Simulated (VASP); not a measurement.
Input:

```
AlN
1.0
    0.00000     2.21168     2.21168
    2.21168     0.00000     2.21168
    2.21168     2.21168     0.00000
Al N
1 1
Cartesian
  0.00000   0.00000   0.00000
  1.10584   1.10584   1.10584
```

These are PBE GGA with D3 dispersion (zero damping), VASP's PBE PAW potentials (set 64) (plane waves; VASP) values and carry that method's errors. Settings: 520 eV cut-off, 10×10×10 Γ-centred mesh, Gaussian smearing of 0.050 eV, potentials Al N.

Question: Give the stress tensor in GPa (positive for a compressed cell).

Answer: 
```
-5.56   0.00   0.00
 0.00  -5.56   0.00
 0.00   0.00  -5.56
```
The pressure is its mean diagonal, -5.56 GPa.

The compound is AlN in the zinc blende structure, a metastable form; wurtzite is the usual one. This cell is one point of a volume scan, at 1.03 of the reference volume.
